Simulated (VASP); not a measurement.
A convergence study with VASP on NbRu₃ (space group Pmm2): a few settings are varied, all else stays as given below, so the limit is that of these other settings. The cell's lengths are 1 % over those of the tabulated start and one atom is moved, so it is off equilibrium.

```
CELL_PARAMETERS angstrom
      3.95810     0.00000     0.00000
      0.00000     3.95810     0.00000
      0.00000     0.00000     3.95810
ATOMIC_POSITIONS crystal
  Nb 0.00000 0.00000 0.00000
  Ru 0.00000 0.50000 0.50000
  Ru 0.50000 0.00000 0.50000
  Ru 0.51531 0.50000 0.00000
```

The numbers are results of PBEsol GGA, VASP's PBE PAW potentials (set 64) (plane waves; VASP), not measurements. The last row used: 550 eV cut-off, 7×7×7 Γ-centred mesh, first-order Methfessel-Paxton smearing of 0.10 eV, potentials Nb_sv Ru_pv.

```csv
setting,E (eV/atom),pressure (GPa),largest force (eV/Å),electronic steps
"ALGO = Normal, EDIFF = 1E-2",-10.4144,-19.72,0.385,9
"ALGO = Normal, EDIFF = 1E-3",-10.4124,-20.23,0.380,12
"ALGO = Normal, EDIFF = 1E-4",-10.4124,-20.07,0.383,13
"ALGO = Normal, EDIFF = 1E-5",-10.4124,-20.16,0.382,15
"ALGO = Normal, EDIFF = 1E-6",-10.4124,-20.17,0.382,16
"ALGO = Normal, EDIFF = 1E-7",-10.4124,-20.17,0.382,17
"ALGO = Normal, EDIFF = 1E-8",-10.4124,-20.17,0.382,19
"ALGO = Normal, EDIFF = 1E-9",-10.4124,-20.17,0.382,22
"ALGO = Fast, EDIFF = 1E-2",-10.4117,-20.51,0.384,10
"ALGO = Fast, EDIFF = 1E-3",-10.4122,-20.49,0.382,12
"ALGO = Fast, EDIFF = 1E-4",-10.4124,-20.32,0.383,15
"ALGO = Fast, EDIFF = 1E-5",-10.4124,-20.13,0.382,18
"ALGO = Fast, EDIFF = 1E-6",-10.4124,-20.16,0.382,22
"ALGO = Fast, EDIFF = 1E-7",-10.4124,-20.17,0.382,25
"ALGO = Fast, EDIFF = 1E-8",-10.4124,-20.18,0.382,32
"ALGO = All, EDIFF = 1E-3",-10.4122,-20.22,0.389,16
"ALGO = All, EDIFF = 1E-4",-10.4124,-20.02,0.384,20
"ALGO = All, EDIFF = 1E-5",-10.4124,-20.15,0.382,24
"ALGO = All, EDIFF = 1E-6",-10.4124,-20.18,0.383,27
"ALGO = All, EDIFF = 1E-7",-10.4124,-20.17,0.382,33
"ALGO = All, EDIFF = 1E-8",-10.4124,-20.17,0.382,39
"ALGO = All, EDIFF = 1E-9",-10.4124,-20.17,0.382,46
```

Left out are rungs that failed or repeat a setting and relaxations that didn't move; long series are thinned to 24 rows.

The structure comes from a computed database's NbRu3 entry (space group no. 221); how it stands against other phases isn't given here. The cell was not relaxed at this level, it is distorted from the ideal structure. The electron count is odd and the run is not spin-polarised, which forces a metal.
